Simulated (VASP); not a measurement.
Given:

```xyz
3
Lattice="0.0000 2.6984 2.6984 2.6984 0.0000 2.6984 2.6984 2.6984 0.0000" Properties=species:S:1:pos:R:3 pbc="T T T"
Pb     0.0000     0.0000     0.0000
F      1.3492     1.3492     1.3492
F      4.0475     4.0475     4.0475
```

All values below come from PBE GGA, VASP's PBE PAW potentials (set 64) (plane waves; VASP). Numerical set-up: 620 eV cut-off, 7×7×7 Γ-centred mesh, Gaussian smearing of 0.050 eV, potentials Pb_d F.

Q: What does the run give for the energy per atom (σ→0), pressure?

A: 
| Quantity | Result |
|---|---|
| energy per atom (σ→0) | -412.0 kJ/mol of atoms |
| pressure | 44.91 GPa |

Only differences to runs with the same potentials and settings are physical.

The compound is PbF2 in the fluorite structure, the β form. It was relaxed first under an external pressure of 45 GPa.
